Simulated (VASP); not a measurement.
# What goes wrong when HfO2 is relaxed with a bad input, part 2 of 2

Aim: see how common mistakes in a VASP relaxation show up, on HfO2. The starting structure is a measured crystal structure from the Crystallography Open Database. The first relaxation on each setting starts from this cell expanded by 3 % in volume.

VASP 6.6.1.

Results so far: reference 11.28 Å³ an atom.

## Step 5: Relaxation with a loose electronic threshold

Level of this step: PBEsol; plane waves and PAW (Hf_pv, O) (VASP).

A slip made on purpose: a loose electronic threshold. Against step 2 the input has EDIFF = 0.01 (also changed: NELM and NSW).

Contents of INCAR:

```
SYSTEM = HfO2
PREC = Accurate
ENCUT = 520
EDIFF = 0.01
NELM = 60
ISMEAR = 0
SIGMA = 0.03
LREAL = .FALSE.
ALGO = Normal
GGA = PS
NBANDS = 56
LASPH = .TRUE.
LORBIT = 11
LWAVE = .FALSE.
LCHARG = .FALSE.
KPAR = 8
NCORE = 2
IBRION = 2
NSW = 30
ISIF = 3
EDIFFG = -0.006
```

Contents of POSCAR:

```
HfO2
1.0
    5.1662527991      0.0000000000      0.0000000000
    0.0000000000      5.2234132316      0.0000000000
   -0.8530784553      0.0000000000      5.2787399612
Hf O
4 8
Direct
    0.2759000000      0.4588000000      0.7078000000
    0.7241000000      0.9588000000      0.7922000000
    0.7241000000      0.5412000000      0.2922000000
    0.2759000000      0.0412000000      0.2078000000
    0.4460000000      0.7520000000      0.9880000000
    0.5540000000      0.2520000000      0.5120000000
    0.5540000000      0.2480000000      0.0120000000
    0.4460000000      0.7480000000      0.4880000000
    0.0730000000      0.1540000000      0.8320000000
    0.9270000000      0.6540000000      0.6680000000
    0.9270000000      0.8460000000      0.1680000000
    0.0730000000      0.3460000000      0.3320000000
```

Contents of KPOINTS:

```
Automatic mesh
0
Gamma
4 4 4
0 0 0
```

The projector-augmented-wave data sets are Hf_pv and O (PBE family, release 64).

The run is started by

```sh
$ mpirun -np 16 vasp_std
```

Log:

```text
[... set-up lines as in an earlier step ...]
 entering main loop
       N       E                     dE             d eps       ncg     rms          rms(c)
[... 9 cycles as in an earlier step ...]
DAV:  10    -0.126919309501E+03    0.22698E-02   -0.16476E-02  4280   0.610E-01
   1 F= -.12691931E+03 E0= -.12691931E+03  d E =-.126919E+03
[... from here on, the cycles between the ionic steps are left out ...]
   2 F= -.12665641E+03 E0= -.12665641E+03  d E =0.262900E+00
   3 F= -.12730522E+03 E0= -.12730522E+03  d E =-.385907E+00
   5 F= -.12737618E+03 E0= -.12737618E+03  d E =-.709639E-01
   7 F= -.12738462E+03 E0= -.12738462E+03  d E =-.843553E-02
   9 F= -.12738854E+03 E0= -.12738854E+03  d E =-.381704E-02
  11 F= -.12738361E+03 E0= -.12738361E+03  d E =0.111991E-02
  13 F= -.12738582E+03 E0= -.12738582E+03  d E =-.109354E-02
  15 F= -.12738593E+03 E0= -.12738593E+03  d E =-.119910E-02
  17 F= -.12738440E+03 E0= -.12738440E+03  d E =0.152506E-02
  19 F= -.12738633E+03 E0= -.12738633E+03  d E =-.405248E-03
  21 F= -.12738547E+03 E0= -.12738547E+03  d E =0.858777E-03
  23 F= -.12738765E+03 E0= -.12738765E+03  d E =-.131984E-02
  25 F= -.12738891E+03 E0= -.12738891E+03  d E =-.121935E-02
  27 F= -.12738706E+03 E0= -.12738706E+03  d E =0.628030E-03
  29 F= -.12738797E+03 E0= -.12738797E+03  d E =-.284191E-03
  30 F= -.12738798E+03 E0= -.12738798E+03  d E =-.286689E-03
[...]
```

The job ended after 3.1 min (16 MPI ranks of Intel Xeon Platinum 8259CL at 2.50GHz (Skylake/Cascade Lake), shared host; peak memory 4.6 GiB).

Parts of OUTCAR (step 5):

```text
  Total        0.3962247      0.4082189      0.4243774      0.0000000      0.0000000      0.0320774
  in kB        4.7099705      4.8525466      5.0446251      0.0000000      0.0000000      0.3813082
  external PRESSURE =       4.8690474 kB  Pullay stress =       0.0000000 kB

 POSITION                                       TOTAL-FORCE (eV/Angst)
 -----------------------------------------------------------------------------------
      0.80405      2.36267      3.64093         0.017603     -0.001727      0.016979
      2.98847      4.94412      4.07468        -0.017603     -0.001727     -0.016979
      3.41385      2.80022      1.49831        -0.017603      0.001727     -0.016979
      1.22944      0.21877      1.06456         0.017603      0.001727      0.016979
      1.42805      3.82515      5.05739        -0.011289      0.007757     -0.026422
      2.36447      1.24370      2.65822         0.011289      0.007757      0.026422
      2.78985      1.33774      0.08185         0.011289     -0.007757      0.026422
      1.85343      3.91919      2.48102        -0.011289     -0.007757     -0.026422
     -0.33257      0.80523      4.30112        -0.009827      0.013634      0.012991
      4.12509      3.38667      3.41448         0.009827      0.013634     -0.012991
      4.55047      4.35766      0.83812         0.009827     -0.013634     -0.012991
      0.09282      1.77622      1.72475        -0.009827     -0.013634      0.012991
 -----------------------------------------------------------------------------------
    total drift:                                0.000000     -0.000000     -0.000000

  FREE ENERGIE OF THE ION-ELECTRON SYSTEM (eV)
  ---------------------------------------------------
  free  energy   TOTEN  =      -127.3879761961 eV

  energy  without entropy=     -127.3879761961  energy(sigma->0) =     -127.38797620

[... 1 part as in an earlier step ...]

[... 2 further parts left out ...]
[key lines of the parts left out:]
E-fermi :   3.2966
```

The relaxation used up its 30 ionic steps (NSW) before forces and stress met EDIFFG.

## Step 6: Relaxation with a cutoff far too low

A slip made on purpose: a cutoff far too low. Against step 2 the input has PREC = Normal and ENCUT = 220 (also changed: NELM).

INCAR, as its differences from that of step 5:

```diff
@@ -1,5 +1,5 @@
 SYSTEM = HfO2
-PREC = Accurate
-ENCUT = 520
-EDIFF = 0.01
+PREC = Normal
+ENCUT = 220
+EDIFF = 1E-06
 NELM = 60
@@ -18,3 +18,3 @@
 IBRION = 2
-NSW = 30
+NSW = 50
 ISIF = 3
```

POSCAR is that of step 5.

KPOINTS is that of step 5.

The run is started by

```sh
$ mpirun -np 16 vasp_std
```

Log:

```text
[... set-up lines as in an earlier step ...]
 entering main loop
       N       E                     dE             d eps       ncg     rms          rms(c)
DAV:   1     0.348095835657E+03    0.34810E+03   -0.30497E+04  3424   0.817E+02
DAV:   2    -0.119812456218E+03   -0.46791E+03   -0.45270E+03  4216   0.280E+02
DAV:   3    -0.140646459875E+03   -0.20834E+02   -0.20747E+02  3968   0.585E+01
DAV:   4    -0.140909965129E+03   -0.26351E+00   -0.26298E+00  4224   0.682E+00
[...]
DAV:  13    -0.129719728343E+03   -0.16927E-05   -0.38851E-05  4120   0.273E-02    0.318E-02
DAV:  14    -0.129719731498E+03   -0.31543E-05   -0.62158E-06  3664   0.963E-03    0.169E-02
DAV:  15    -0.129719731684E+03   -0.18597E-06   -0.79312E-07  2616   0.445E-03
   1 F= -.12971973E+03 E0= -.12971973E+03  d E =-.129720E+03
[... from here on, the cycles between the ionic steps are left out ...]
   2 F= 0.23875662E+04 E0= 0.23875663E+04  d E =0.251729E+04
   5 F= -.14834178E+03 E0= -.14834178E+03  d E =-.186220E+02
   9 F= -.14960660E+03 E0= -.14960660E+03  d E =-.308099E+00
  13 F= -.15002688E+03 E0= -.15002688E+03  d E =-.196209E+00
  17 F= -.15113828E+03 E0= -.15113828E+03  d E =-.132710E+00
  21 F= -.15142716E+03 E0= -.15142716E+03  d E =-.121318E+00
  25 F= -.15178755E+03 E0= -.15178755E+03  d E =-.767076E-01
  29 F= -.15184699E+03 E0= -.15184699E+03  d E =-.409163E-02
  33 F= -.15185233E+03 E0= -.15185233E+03  d E =-.130257E-02
  37 F= -.15185428E+03 E0= -.15185428E+03  d E =-.519536E-03
  41 F= -.15185546E+03 E0= -.15185546E+03  d E =-.768349E-03
  45 F= -.15185591E+03 E0= -.15185591E+03  d E =-.189050E-03
  49 F= -.15185602E+03 E0= -.15185602E+03  d E =-.373986E-04
  50 F= -.15185604E+03 E0= -.15185604E+03  d E =-.183866E-04
 trial-energy change:   -0.000018  1 .order   -0.000019   -0.000027   -0.000010
 step:   0.5639(harm=  0.5639)  dis= 0.00034  next Energy=  -151.856045 (dE=-0.217E-04)
 reached required accuracy - stopping structural energy minimisation
```

Elapsed: 2.4 min, on 16 MPI ranks; peak memory 2.7 GiB; 37 min of CPU time.

From OUTCAR (step 6):

```text
  Total       -0.0172126     -0.0090987      0.0050166      0.0000000      0.0000000      0.0238408
  in kB       -0.2714950     -0.1435150      0.0791273      0.0000000      0.0000000      0.3760433
  external PRESSURE =      -0.1119609 kB  Pullay stress =       0.0000000 kB

 POSITION                                       TOTAL-FORCE (eV/Angst)
 -----------------------------------------------------------------------------------
      0.80110      2.23419      3.31732         0.000721      0.001764      0.004181
      2.92853      4.63000      3.62225        -0.000721      0.001764     -0.004181
      3.23787      2.55744      1.35589        -0.000721     -0.001764     -0.004181
      1.11044      0.16163      1.05095         0.000721     -0.001764      0.004181
      1.46022      3.55434      4.58588         0.002752      0.003408      0.002078
      2.26941      1.15852      2.35369        -0.002752      0.003408     -0.002078
      2.57875      1.23729      0.08732        -0.002752     -0.003408     -0.002078
      1.76956      3.63311      2.31952         0.002752     -0.003408      0.002078
      0.10812      0.36706      3.43160         0.002359      0.004171     -0.001477
      3.62151      2.76288      3.50797        -0.002359      0.004171      0.001477
      3.93085      4.42456      1.24160        -0.002359     -0.004171      0.001477
      0.41746      2.02875      1.16524         0.002359     -0.004171     -0.001477
 -----------------------------------------------------------------------------------
    total drift:                                0.000000     -0.000000     -0.000000

  FREE ENERGIE OF THE ION-ELECTRON SYSTEM (eV)
  ---------------------------------------------------
  free  energy   TOTEN  =      -151.8560420233 eV

  energy  without entropy=     -151.8560420233  energy(sigma->0) =     -151.85604202

[... 2 parts as in an earlier step ...]

[... 2 further parts left out ...]
[key lines of the parts left out:]
E-fermi :   6.0538
```

With a cutoff far too low the cell ends at 8.465 Å³ an atom, -24.98 % from the reference.

## Step 7: The runs compared

```
                         run            ended  volume (Å³/atom)  change (%)  bulk modulus (GPa)  pressure left (GPa)  core minutes
                   reference        converged            11.283           -               188.1                 0.02         113.0
     a smearing far too wide  cut off by time                 -           -                   -                    -         108.0
  an ionic step far too long  stopped by VASP                 -           -                   -                    -          73.4
a loose electronic threshold    not converged                 -           -                   -                    -          49.1
        a cutoff far too low        converged             8.465      -24.98                   -                -0.01          37.6
```

Core minutes are wall time times ranks, summed over the relaxations behind a row (those for a bulk modulus apart), on shared hosts.

## Step 8: Results

```yaml
volume_of_the_reference: 11.28 Å³/atom
volume_against_the_reference_a_cutoff_far_too_low: -24.98 %
run_with_a_smearing_far_too_wide: cut off by time
run_with_an_ionic_step_far_too_long: stopped by VASP
run_with_a_loose_electronic_threshold: not converged
```

In words: VASP stopped by itself in the run with an ionic step far too long. The run with a loose electronic threshold didn't converge. The run with a smearing far too wide was cut off by time, so it gives no result to compare. Finished, but with signs in the output that stand out against the reference: a cutoff far too low, with the volume changed by -25.0 % (signs: -148.6 GPa at the first ionic step (of the first relaxations, not shown; reference: -12.2 GPa) and an energy that rises by up to 209.8 eV an atom on the way). The reference was restarted once and the runs with a slip weren't, so their cells may not have settled fully. Further runs on this material are not shown.

[Lines on the potential files, build, host, timing and source positions are cut from VASP's logs without a mark.]

[Logs are printed without paths, hosts, clocks, repeated set-up lines and the standing remarks that a program may print on its own settings, such as how far it seeks lower states.]

[Hosts, paths, dates, database ids (printed as entryN), source tags and the programs' standing remarks are cut or masked in the printed files.]
